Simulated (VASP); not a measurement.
An input for Quantum ESPRESSO's pw.x (written as the equivalent of a VASP run, and not itself run):

```
&CONTROL
  calculation = 'vc-relax'
  pseudo_dir = './pseudo'
  outdir = './out'
  tprnfor = .true.
  tstress = .true.
  nstep = 40
  forc_conv_thr = 0.00078
/
&SYSTEM
  ibrav = 0
  nat = 2
  ntyp = 2
  ecutwfc = 84
  occupations = 'smearing'
  smearing = 'gaussian'
  degauss = 0.003675
  input_dft = 'pbesol'
/
&ELECTRONS
  conv_thr = 7.3e-08
  electron_maxstep = 100
/
&IONS
/
&CELL
  press = 200
/
ATOMIC_SPECIES
  Pb 207.200 Pb.upf
  O 15.999 O.upf
CELL_PARAMETERS angstrom
     3.0781384    0.0000000    0.0000000
     0.0000000    3.0781384    0.0000000
     0.0000000    0.0000000    3.0781384
ATOMIC_POSITIONS crystal
  Pb   0.0000000  0.0000000  0.0000000
  O    0.5000000  0.5000000  0.5000000
K_POINTS automatic
  9 9 9 0 0 0
```

Translate this input to VASP (INCAR, KPOINTS, POSCAR, choice of POTCAR).

One answer among several that fit: 
INCAR:
```
# general
SYSTEM  = PbO
PREC    = Accurate
ENCUT   = 620   # plane-wave cut-off (eV)
LREAL   = .FALSE.   # projection in real space or not
LASPH   = .TRUE.   # aspherical one-centre terms

# electronic loop
EDIFF   = 1E-6   # SCF stop (eV)
NELM    = 100
ALGO    = Normal
LMAXMIX = 4

# smearing
ISMEAR  = 0   # Gaussian
SIGMA   = 0.05   # width (eV)

# functional
GGA     = PS

# ions
IBRION  = 2   # conjugate gradients
NSW     = 40
ISIF    = 3   # ions, shape and volume
EDIFFG  = -0.02   # ionic stop
PSTRESS = 200   # kbar

# output
LWAVE   = .FALSE.
LCHARG  = .FALSE.
```

**KPOINTS**
```
Automatic
0
gamma
 9 9 9
```

### POSCAR
```
PbO
1
    3.0781384133     0.0000000000     0.0000000000
    0.0000000000     3.0781384133     0.0000000000
    0.0000000000     0.0000000000     3.0781384133
Pb O
1 1
Direct
  0.0000000000   0.0000000000   0.0000000000
  0.5000000000   0.5000000000   0.5000000000
```

POTCAR, in this order: Pb_d O (PBE.64 set). Program: vasp_std.

What does not carry over: the potentials are each code's own (VASP's PAW set, PseudoDojo norm-conserving files in pw.x), so ENCUT and ecutwfc are chosen apart and not converted; conv_thr bounds pw.x's estimated SCF error, while EDIFF bounds the energy change between steps; forc_conv_thr acts on force components and is met together with etot_conv_thr.

The structure was generated: PbO was put into the CsCl type type (Pm-3m), which need not be its known phase. This run relaxes it under an external pressure of 20 GPa. Symmetry was kept, so distortions that lower it aren't found.
